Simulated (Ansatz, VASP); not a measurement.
**MnHg: VASP beside Ansatz**

```
CELL_PARAMETERS angstrom
3.31500 0.00000 0.00000
0.00000 3.31500 0.00000
0.00000 0.00000 3.31500
ATOMIC_POSITIONS crystal
Hg 0.00000 0.00000 0.00000
Mn 0.50000 0.50000 0.50000
```

Alike in both runs: task single point; functional LDA; k mesh 8 × 8 × 8; occupations gaussian, width 0.05 eV; collinear spin, ferromagnetic start.

|  | VASP | Ansatz |
| --- | --- | --- |
| version | VASP 6.6.1 | Ansatz 0.2.0 |
| potentials or method | VASP PAW LDA potentials, release 64 (Hg_sv_GW, Mn_GW) | Ansatz PAW |
| plane-wave cutoff (eV) | 550 | 420 |
| valence electrons in the cell | 27 | 35 |

Ansatz gave:

* gap on the k mesh at the Fermi level (eV): none
* pressure (GPa): -9.8
* net moment per atom (μB): 1.89
* size of the moment on the site where the two differ most (μB): 3.74

What did VASP give for the same quantities?

gap on the k mesh at the Fermi level (eV): none; pressure (GPa): -10.6; net moment per atom (μB): 1.86; size of the moment on the site where the two differ most (μB): 3.64.

Site moments also hang on the region over which each program counts them. A gap of «none» marks a metal or a gap that the smearing closes. The two sets of potentials don't hold the same shells in valence.

Caveats: the PAW data sets come from PBE, with cores solved anew for the run's functional, which leaves a small shift of forces and pressure (Ansatz). The runs have no spin-orbit coupling, so splittings on Hg are missing.
